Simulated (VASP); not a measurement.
The system is MgZr2O3.

```
Mg Zr O
1.0
     4.21000    0.00000    0.00000
     0.00000    4.21000    0.00000
     0.00000    0.00000    4.21000
Mg Zr O
1 2 3
Direct
  0.50000 0.50000 0.00000
  0.00000 0.50000 0.50000
  0.50000 0.00000 0.50000
  0.00000 0.50000 0.00000
  0.00000 0.00000 0.50000
  0.50000 0.00000 0.00000
```

The cell was built by a generator and needn't be a form met in nature.

- Program: VASP 6.6.1
- Task: relaxation of cell and atoms
- Functional: PBE
- Potentials or basis: VASP PAW PBE potentials, release 64 (Mg, Zr_sv, O)
- Cutoff: 520 eV
- k mesh: 3 × 3 × 3
- Occupations: gaussian, width 0.15 eV
- Spin: no spin polarisation

At the start: pressure 17.9 GPa; volume 12.44 Å³/atom.

Task: How do energy, volume and symmetry change on relaxing?

Result: Over 6 steps the energy falls by 74.8 meV/atom and the volume is 13.74 Å³/atom (+10.5 %); space group P4/mmm (No. 123, to 0.05 Å).

Step by step:
| step | energy change (eV) | largest force (eV/Å) | pressure (GPa) | volume (Å³) |
| --- | --- | --- | --- | --- |
| 1 | 0.0000 | 0.0000 | 17.86 | 74.62 |
| 2 | -0.1069 | 0.0000 | -12.50 | 90.59 |
| 3 | -0.4313 | 0.0000 | -0.92 | 82.67 |
| 4 | -0.4315 | 0.0000 | -0.60 | 82.50 |
| 5 | -0.4454 | 0.0000 | 0.63 | 82.39 |
| 6 | -0.4491 | 0.0000 | 0.23 | 82.43 |

Final structure:
```
CELL_PARAMETERS angstrom
4.39785 0.00000 0.00000
0.00000 4.39785 0.00000
0.00000 0.00000 4.26190
ATOMIC_POSITIONS crystal
Mg 0.50000 0.50000 0.00000
Zr 0.00000 0.50000 0.50000
Zr 0.50000 0.00000 0.50000
O 0.00000 0.50000 0.00000
O 0.00000 0.00000 0.50000
O 0.50000 0.00000 0.00000
```

Caveat: the k mesh is coarse (spacing up to 0.50 Å⁻¹), so the values aren't converged.
